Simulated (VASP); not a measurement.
Input:

```xyz
2
Lattice="0.0000 3.2842 3.2842 3.2842 0.0000 3.2842 3.2842 3.2842 0.0000" Properties=species:S:1:pos:R:3 pbc="T T T"
K      0.0000     0.0000     0.0000
Br     3.2842     3.2842     3.2842
```

Method: PBE GGA, VASP's PBE PAW potentials (set 64) (plane waves; VASP). Settings: 520 eV cut-off, 7×7×7 Γ-centred mesh, Gaussian smearing of 0.050 eV, potentials K_sv Br.

Give the stress tensor in GPa (positive for a compressed cell).

```
1.01  0.00  0.00
0.00  1.01  0.00
0.00  0.00  1.01
```
The pressure is its mean diagonal, 1.01 GPa.

The compound is KBr in the rock salt structure. This cell is one point of a volume scan, at 0.94 of the reference volume.
